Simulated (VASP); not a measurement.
## CdSe: GW quasiparticle gap

Wanted: how far GW moves the Kohn-Sham levels of CdSe. The cell is of the zinc-blende type, one of the forms listed for this formula, which need not be the common one. The start is a computed cell from the Materials Project.

Main program and level: VASP 6.6.1; PBE; plane waves and PAW (Cd_GW, Se_GW), in the first sound run; inputs show where later runs differ.

### Step 1. Set-up

Symmetry: F-43m, No. 216, cubic system. The conventional cell has a = 6.141 Å, b = 6.141 Å, c = 6.141 Å, α = 90.00°, β = 90.00°, γ = 90.00°. Nearest to Cd lie 4 Se at 2.66 Å. Se has 4 Cd at 2.66 Å nearest. Farther neighbours and most contacts between anions are not listed.

### Step 2. Ground state

The orbitals come from a self-consistent PBE run with a tight EDIFF and a narrow smearing. KPOINTS_OPT adds the bands along a path, which shows whether the mesh holds the band edges.

File INCAR:

```
SYSTEM = CdSe
PREC = Accurate
ENCUT = 300
EDIFF = 1E-08
NELM = 100
ISMEAR = 0
SIGMA = 0.01
LREAL = .FALSE.
ALGO = Normal
GGA = PE
NBANDS = 15
LORBIT = 11
LWAVE = .TRUE.
LCHARG = .FALSE.
KPAR = 4
```

File POSCAR:

```
CdSe
1.0
    0.0000000000      3.0702711986      3.0702711986
    3.0702711986      0.0000000000      3.0702711986
    3.0702711986      3.0702711986      0.0000000000
Cd Se
1 1
Direct
    0.0000000000      0.0000000000      0.0000000000
    0.2500000000      0.2500000000      0.2500000000
```

File KPOINTS:

```
Automatic mesh
0
Gamma
6 6 6
0 0 0
```

File KPOINTS_OPT:

```
Line mode
12
Line-mode
Reciprocal
  0.00000000   0.00000000   0.00000000 GAMMA
  0.50000000   0.00000000   0.50000000 X

  0.50000000   0.00000000   0.50000000 X
  0.50000000   0.25000000   0.75000000 W

  0.50000000   0.25000000   0.75000000 W
  0.37500000   0.37500000   0.75000000 K

  0.37500000   0.37500000   0.75000000 K
  0.00000000   0.00000000   0.00000000 GAMMA

  0.00000000   0.00000000   0.00000000 GAMMA
  0.50000000   0.50000000   0.50000000 L

  0.50000000   0.50000000   0.50000000 L
  0.62500000   0.25000000   0.62500000 U

  0.62500000   0.25000000   0.62500000 U
  0.50000000   0.25000000   0.75000000 W

  0.50000000   0.25000000   0.75000000 W
  0.50000000   0.50000000   0.50000000 L

  0.50000000   0.50000000   0.50000000 L
  0.37500000   0.37500000   0.75000000 K

  0.62500000   0.25000000   0.62500000 U
  0.50000000   0.00000000   0.50000000 X
```

PAW data sets: Cd_GW and Se_GW (PBE family, release 64).

The run is started by

```console
$ mpirun -np 4 vasp_std
```

The log of the run:

```text
[banner, memory and clock lines left out]
running    4 mpi-ranks, on    1 nodes
 distrk:  each k-point on    1 cores,    4 groups
 distr:  one band on    1 cores,    1 groups

 POSCAR found type information on POSCAR CdSe
 POSCAR found :  2 types and       2 ions
 LDA part: xc-table for (Slater+PW92), standard interpolation
 POSCAR, INCAR and KPOINTS ok, starting setup
 FFT: planning ... GRIDC
 FFT: planning ... GRID_SOFT
 FFT: planning ... GRID
 WAVECAR not read
 entering main loop
       N       E                     dE             d eps       ncg     rms          rms(c)
DAV:   1     0.652408516484E+02    0.65241E+02   -0.70452E+03   568   0.739E+02
DAV:   2    -0.247869661495E+01   -0.67720E+02   -0.65774E+02   683   0.221E+02
DAV:   3    -0.586957587082E+01   -0.33909E+01   -0.33827E+01   699   0.473E+01
DAV:   4    -0.590824914828E+01   -0.38673E-01   -0.38669E-01   690   0.447E+00
DAV:   5    -0.590987802392E+01   -0.16289E-02   -0.16289E-02   699   0.971E-01    0.572E+00
DAV:   6    -0.554263854823E+01    0.36724E+00   -0.51808E-01   620   0.870E+00    0.448E+00
DAV:   7    -0.551880182882E+01    0.23837E-01   -0.21046E-01   550   0.298E+00    0.172E+00
DAV:   8    -0.551846698173E+01    0.33485E-03   -0.21109E-02   679   0.167E+00    0.281E-01
DAV:   9    -0.551838981555E+01    0.77166E-04   -0.34384E-03   580   0.770E-01    0.687E-02
DAV:  10    -0.551833390657E+01    0.55909E-04   -0.28623E-04   657   0.211E-01    0.524E-02
DAV:  11    -0.551836942420E+01   -0.35518E-04   -0.20139E-04   553   0.133E-01    0.312E-02
DAV:  12    -0.551836747874E+01    0.19455E-05   -0.22270E-05   634   0.466E-02    0.100E-02
DAV:  13    -0.551836717710E+01    0.30164E-06   -0.18534E-06   686   0.870E-03    0.302E-03
DAV:  14    -0.551836750725E+01   -0.33015E-06   -0.14039E-06   578   0.779E-03    0.256E-03
DAV:  15    -0.551836751737E+01   -0.10120E-07   -0.55386E-08   714   0.219E-03    0.384E-04
DAV:  16    -0.551836759194E+01   -0.74567E-07   -0.30194E-08   585   0.858E-04    0.432E-04
DAV:  17    -0.551836757675E+01    0.15196E-07   -0.45628E-09   443   0.678E-04    0.270E-05
DAV:  18    -0.551836757453E+01    0.22110E-08   -0.62464E-10   373   0.290E-04
   1 F= -.55183676E+01 E0= -.55183676E+01  d E =-.925901E-12
 Start KPOINTS_OPT (optional k-point list driver)
k-point batch [1-16\120]
       N       E                     dE             ncg
DAV:   1    -0.502326747551E+02   -0.46526E+04      552
DAV:   2    -0.116731820226E+04   -0.11171E+04      683
DAV:   3    -0.122215413083E+04   -0.54836E+02      699
DAV:   4    -0.122285867196E+04   -0.70454E+00      655
DAV:   5    -0.122288266659E+04   -0.23995E-01      706
DAV:   6    -0.122288289603E+04   -0.22944E-03      669
DAV:   7    -0.122288290210E+04   -0.60661E-05      711
DAV:   8    -0.122288290220E+04   -0.99117E-07      676
DAV:   9    -0.122288290220E+04   -0.44879E-08      507
[...]
k-point batch [113-120\120]
       N       E                     dE             ncg
DAV:   1     0.366777933856E+04   -0.37423E+04      296
DAV:   2     0.318343056241E+04   -0.48435E+03      345
DAV:   3     0.316049012393E+04   -0.22940E+02      353
DAV:   4     0.316025566522E+04   -0.23446E+00      317
DAV:   5     0.316024681889E+04   -0.88463E-02      374
DAV:   6     0.316024677307E+04   -0.45821E-04      324
DAV:   7     0.316024677185E+04   -0.12164E-05      381
DAV:   8     0.316024677184E+04   -0.62064E-08      307
 writing wavefunctions
```

Elapsed: 16 s, on 4 MPI ranks of Intel Xeon Platinum 8488C (Sapphire Rapids), shared host; peak memory 0.62 GiB.

The logs omit lines about the potential files and the build; timing stands in the text.

Parts of OUTCAR (step 2):

```text
ion  position               nearest neighbor table
   1  0.000  0.000  0.000-   2 2.66   2 2.66   2 2.66   2 2.66
   2  0.250  0.250  0.250-   1 2.66   1 2.66   1 2.66   1 2.66

  LATTYP: Found a face centered cubic cell.
 ALAT       =     6.1405423972

 Subroutine GETGRP returns: Found 24 space group operations
 (whereof 24 operations were pure point group operations)

The static configuration has the point symmetry T_d .

 Found     16 irreducible k-points:

   k-points           NKPTS =     16   k-points in BZ     NKDIM =     16   number of bands    NBANDS=     15

   dimension x,y,z NGX =    28 NGY =   28 NGZ =   28
   dimension x,y,z NGXF=    56 NGYF=   56 NGZF=   56

   ENCUT  =  300.0 eV  22.05 Ry    4.70 a.u.   6.13  6.13  6.13*2*pi/ulx,y,z

   NELECT =      18.0000    total number of electrons

 k-points in reciprocal lattice and weights: Automatic mesh
   0.00000000  0.00000000  0.00000000       0.005
   0.16666667  0.00000000  0.00000000       0.037
   0.33333333  0.00000000  0.00000000       0.037
   0.50000000  0.00000000  0.00000000       0.019
   0.16666667  0.16666667  0.00000000       0.028
   0.33333333  0.16666667  0.00000000       0.111
   0.50000000  0.16666667  0.00000000       0.111
  -0.33333333  0.16666667  0.00000000       0.111
  -0.16666667  0.16666667  0.00000000       0.056
[...]
-0.33333333  0.33333333  0.16666667       0.111
  -0.33333333  0.50000000  0.16666667       0.056

 average (electrostatic) potential at core
       1 -69.6525       2 -55.4740

 E-fermi :   1.9041

 k-point     1 :       0.0000    0.0000    0.0000
  band No.  band energies     occupation
    ...
      5      -5.6207      2.00000
      6      -5.6207      2.00000
      7       1.8614      2.00000
      8       1.8614      2.00000
      9       1.8614      2.00000
     10       2.3946      0.00000
     11       7.7894      0.00000
     12       7.7894      0.00000
     13       7.7894      0.00000
     14      11.5183      0.00000
    ...

 k-point     2 :       0.1667    0.0000    0.0000
  band No.  band energies     occupation
    ...
      5      -5.6213      2.00000
      6      -5.6213      2.00000
      7       0.1922      2.00000
      8       1.6631      2.00000
      9       1.6631      2.00000
     10       3.7016      0.00000
     11       7.5350      0.00000
     12       8.1006      0.00000
     13       8.1006      0.00000
     14      11.9489      0.00000
    ...

 k-point     3 :       0.3333    0.0000    0.0000
  band No.  band energies     occupation
    ...
      5      -5.6113      2.00000
      6      -5.5990      2.00000
      7      -1.5464      2.00000
      8       1.3112      2.00000
      9       1.3112      2.00000
     10       4.2144      0.00000
     11       8.3412      0.00000
     12       8.3485      0.00000
     13       8.3485      0.00000
     14      11.6408      0.00000
    ...

  Total        0.4300460      0.4300460      0.4300460     -0.0000000     -0.0000000     -0.0000000
  in kB       11.9032420     11.9032420     11.9032420     -0.0000000     -0.0000000     -0.0000000
  external PRESSURE =      11.9032420 kB  Pullay stress =       0.0000000 kB

  energy-cutoff  :      300.00
  volume of cell :       57.88
      direct lattice vectors                 reciprocal lattice vectors
     0.000000000  3.070271199  3.070271199    -0.162852063  0.162852063  0.162852063
     3.070271199  0.000000000  3.070271199     0.162852063 -0.162852063  0.162852063
     3.070271199  3.070271199  0.000000000     0.162852063  0.162852063 -0.162852063

 POSITION                                       TOTAL-FORCE (eV/Angst)
 -----------------------------------------------------------------------------------
      0.00000      0.00000      0.00000        -0.000000     -0.000000     -0.000000
      1.53514      1.53514      1.53514         0.000000      0.000000      0.000000
 -----------------------------------------------------------------------------------
    total drift:                                0.000001      0.000001      0.000001

  FREE ENERGIE OF THE ION-ELECTRON SYSTEM (eV)
  ---------------------------------------------------
  free  energy   TOTEN  =        -5.5183675745 eV

  energy  without entropy=       -5.5183675745  energy(sigma->0) =       -5.51836757

 total charge
# of ion       s       p       d       f       tot
--------------------------------------------------
    1        0.513   0.388   9.686   0.017  10.603
    2        1.433   2.343   0.020   0.000   3.796
--------------------------------------------------
tot          1.945   2.730   9.706   0.017  14.398

[... 3 further parts left out ...]
```

This step gave:

```
free energy (TOTEN)               : -5.518 eV
Fermi energy                      : 1.904 eV
pressure                          : 1.190 GPa
least gap on mesh and path        : 0.5332 eV
least direct gap on mesh and path : 0.5332 eV
```

The highest empty bands on the path are converged less tightly, to about 0.1 eV. The electronic bands at the labelled points (eV, zero at the valence-band top; v1 is the highest filled band, c1 the lowest empty one):

| point | v4 | v3 | v2 | v1 | c1 | c2 | c3 | c4 |
| --- | --- | --- | --- | --- | --- | --- | --- | --- |
| Γ | -7.48 | 0.00 | 0.00 | 0.00 | 0.53 | 5.93 | 5.93 | 5.93 |
| 0.55 of the way | -7.45 | -2.72 | -1.10 | -1.10 | 3.36 | 4.08 | 7.79 | 7.83 |
| X | -7.15 | -3.95 | -1.76 | -1.76 | 3.19 | 3.73 | 8.95 | 10.04 |
| 0.45 of the way | -7.10 | -3.91 | -1.92 | -1.91 | 3.78 | 4.16 | 8.42 | 8.49 |
| W | -7.03 | -3.86 | -2.13 | -2.09 | 4.90 | 5.21 | 6.40 | 7.60 |
| 0.45 of the way | -7.05 | -3.87 | -2.31 | -1.75 | 4.33 | 5.10 | 7.06 | 7.93 |
| K | -7.07 | -3.89 | -2.40 | -1.44 | 3.71 | 5.08 | 8.18 | 8.50 |
| 0.45 of the way | -7.42 | -3.07 | -1.51 | -0.49 | 3.26 | 5.76 | 6.22 | 6.74 |
| Γ | -7.48 | 0.00 | 0.00 | 0.00 | 0.53 | 5.93 | 5.93 | 5.93 |
| 0.55 of the way | -7.48 | -2.83 | -0.43 | -0.43 | 2.29 | 6.04 | 6.46 | 6.46 |
| L | -7.21 | -4.22 | -0.71 | -0.71 | 2.34 | 6.43 | 6.43 | 7.32 |
| 0.45 of the way | -7.15 | -4.07 | -1.62 | -0.96 | 3.34 | 5.66 | 7.05 | 7.36 |
| U | -7.07 | -3.89 | -2.40 | -1.44 | 3.71 | 5.08 | 8.18 | 8.50 |
| 0.45 of the way | -7.06 | -3.87 | -2.33 | -1.67 | 4.16 | 5.10 | 7.27 | 8.03 |
| W | -7.03 | -3.86 | -2.13 | -2.09 | 4.90 | 5.21 | 6.40 | 7.60 |
| 0.45 of the way | -7.12 | -3.96 | -2.00 | -1.24 | 3.94 | 5.41 | 6.69 | 8.12 |
| L | -7.21 | -4.22 | -0.71 | -0.71 | 2.34 | 6.43 | 6.43 | 7.32 |
| 0.45 of the way | -7.15 | -4.07 | -1.62 | -0.96 | 3.34 | 5.66 | 7.05 | 7.36 |
| K | -7.07 | -3.89 | -2.40 | -1.44 | 3.71 | 5.08 | 8.18 | 8.50 |
| jump to U | -7.07 | -3.89 | -2.40 | -1.44 | 3.71 | 5.08 | 8.18 | 8.50 |
| 0.45 of the way | -7.11 | -3.93 | -2.06 | -1.66 | 3.47 | 4.17 | 8.60 | 9.36 |
| X | -7.15 | -3.95 | -1.76 | -1.76 | 3.19 | 3.73 | 8.95 | 10.04 |

Of the projections kept (Cd, Se), the largest for each band there, as a share of the weight inside these atoms' spheres; weight between the spheres isn't counted:

| point | v4 | v3 | v2 | v1 | c1 | c2 | c3 | c4 |
| --- | --- | --- | --- | --- | --- | --- | --- | --- |
| Γ | Cd 1.00 | Se 0.80 | Se 0.80 | Se 0.80 | Cd 0.62 | Cd 0.78 | Cd 0.78 | Cd 0.78 |
| X | Cd 0.94 | Cd 0.56 | Se 0.77 | Se 0.77 | Cd 0.70 | Cd 0.67 | Se 0.77 | Cd 0.54 |
| W | Cd 0.94 | Cd 0.53 | Se 0.71 | Se 0.75 | Cd 0.51 | Se 0.62 | Cd 0.71 | Se 0.51 |
| K | Cd 0.94 | Cd 0.53 | Se 0.72 | Se 0.77 | Cd 0.67 | Se 0.54 | Se 0.73 | Cd 0.54 |
| Γ | Cd 1.00 | Se 0.80 | Se 0.80 | Se 0.80 | Cd 0.62 | Cd 0.78 | Cd 0.78 | Cd 0.78 |
| L | Cd 0.96 | Se 0.54 | Se 0.78 | Se 0.78 | Cd 0.69 | Cd 0.70 | Cd 0.70 | Se 0.76 |

The cell has a gap of 0.533 eV on mesh and path. Spin-orbit coupling is left out, which can shift or reorder these edges.

### Step 3. Empty bands

ALGO = Exact makes the empty bands from the converged ground state in one step. LOPTICS writes the k-derivatives of the orbitals (WAVEDER), which give the long-wavelength limit of the screening.

File INCAR:

```
SYSTEM = CdSe
PREC = Accurate
ENCUT = 300
ISMEAR = 0
SIGMA = 0.01
LREAL = .FALSE.
GGA = PE
NBANDS = 320
ALGO = Exact
NELM = 1
LWAVE = .TRUE.
LCHARG = .FALSE.
LOPTICS = .TRUE.
NEDOS = 1000
CSHIFT = 0.1
```

POSCAR is that of step 2.

KPOINTS is that of step 2.

The run is started by

```console
$ mpirun -np 4 vasp_std
```

The log of the run:

```text
[banner, memory and clock lines left out]
running    4 mpi-ranks, on    1 nodes
 distrk:  each k-point on    4 cores,    1 groups
 distr:  one band on    1 cores,    4 groups

 POSCAR found type information on POSCAR CdSe
 POSCAR found :  2 types and       2 ions
 LDA part: xc-table for (Slater+PW92), standard interpolation
 found WAVECAR, reading the header
  number of bands has changed, file:    15 present:   320
  trying to continue reading WAVECAR, but it might fail
 POSCAR, INCAR and KPOINTS ok, starting setup
 FFT: planning ... GRIDC
 FFT: planning ... GRID_SOFT
 FFT: planning ... GRID
 reading WAVECAR
 random initialization beyond band           15
 the WAVECAR file was read successfully
 initial charge from wavefunction
 entering main loop
       N       E                     dE             d eps       ncg     rms          rms(c)
DIA:   1    -0.551836757540E+01   -0.55184E+01    0.00000E+00     0   0.000E+00
   1 F= -.55183676E+01 E0= -.55183676E+01  d E =-.114290E-17
 writing wavefunctions
 optical routines
 imaginary and real dielectric function
 recalculating local potential from charge density
 direction            1
 direction            2
 direction            3
```

It took 11 s on 4 MPI ranks; peak memory 0.72 GiB; 41 s of CPU time.

Parts of OUTCAR (step 3):

```text
The static configuration has the point symmetry T_d .

 Found     16 irreducible k-points:

   k-points           NKPTS =     16   k-points in BZ     NKDIM =     16   number of bands    NBANDS=    320

   NELECT =      18.0000    total number of electrons

 E-fermi :   1.9178

 k-point     5 :       0.1667    0.1667    0.0000
  band No.  band energies     occupation
    ...
      5      -5.6361      2.00000
      6      -5.6071      2.00000
      7       0.1807      2.00000
      8       1.3356      2.00000
      9       1.3356      2.00000
     10       4.2464      0.00000
     11       6.7427      0.00000
     12       8.5978      0.00000
     13       8.5978      0.00000
     14      10.4439      0.00000
    ...

  Total        0.4300099      0.4300099      0.4300099      0.0000000     -0.0000000      0.0000000
  in kB       11.9022444     11.9022444     11.9022444      0.0000000     -0.0000000      0.0000000
  external PRESSURE =      11.9022444 kB  Pullay stress =       0.0000000 kB

  FREE ENERGIE OF THE ION-ELECTRON SYSTEM (eV)
  ---------------------------------------------------
  free  energy   TOTEN  =        -5.5183675754 eV

  energy  without entropy=       -5.5183675754  energy(sigma->0) =       -5.51836758

 plasma frequency squared (from intraband transitions) (eV^2)
  --------------------------------------------------------------------------------------
       0.000       0.000      -0.000
       0.000       0.000       0.000
      -0.000       0.000       0.000

[... 14 parts as in an earlier step ...]
```

The gap is read on the k-mesh alone, so it is an upper bound where the band edges lie off the mesh, and a coarse mesh can show a gap where there is none.

This step gave:

* gap on the k-mesh: 0.5332 eV
* least direct gap on the k-mesh: 0.5332 eV

WAVECAR now holds 320 bands for 18 electrons. Its independent-particle dielectric tensor has xx, yy, zz = 23.3, 23.3, 23.3 on this mesh. It isn't tested for convergence in mesh or bands and lacks local fields, and at a small direct gap a coarse mesh makes it too large, which overscreens the GW step.

(Continued in part 2 of 6.)

[Lines on the potential files, build, host, timing and source positions are cut from VASP's logs without a mark.]

[Logs are printed without paths, hosts, clocks, repeated set-up lines and the standing remarks that a program may print on its own settings, such as how far it seeks lower states.]

[Hosts, paths, dates, database ids (printed as entryN), source tags and the programs' standing remarks are cut or masked in the printed files.]

[Pressures printed for these runs are not shown converged in the cutoff: they can be off by several GPa and have the wrong sign.]

[In band tables of VASP the shares of atoms and orbitals are scaled to a sum of 1 inside the atoms' spheres.]
